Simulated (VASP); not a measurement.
A convergence study with VASP on AlN (zinc blende): one setting is varied, all else stays as given below, so the limit is that of these other settings. ε∞ is the independent-particle value.

```
CELL_PARAMETERS angstrom
      0.00000     2.19000     2.19000
      2.19000     0.00000     2.19000
      2.19000     2.19000     0.00000
ATOMIC_POSITIONS crystal
  Al 0.00000 0.00000 0.00000
  N  0.25000 0.25000 0.25000
```

Computed with LDA (Ceperley-Alder, Perdew-Zunger), VASP's LDA PAW potentials (set 64) (plane waves; VASP). The tightest run used: 700 eV cut-off, 9×9×9 Γ-centred mesh, Gaussian smearing of 0.050 eV, potentials Al N.

```tsv
setting	mean ε∞	bands
NBANDS = 5	3.25	5
NBANDS = 6	4.05	6
NBANDS = 8	4.60	8
```

Q: These are the cheaper rows. Estimate the results at NBANDS = 132, and how far the last row shown lies from them.

A: 
| quantity | tightest run | last row shown is off by |
|---|---|---|
| mean ε∞ | 4.81 | -0.21 |

Left out are rungs that failed or repeat a setting and relaxations that didn't move; long series are thinned to 24 rows.

The compound is AlN in the zinc blende structure, a metastable form; wurtzite is the usual one. The cell was not relaxed at this level.
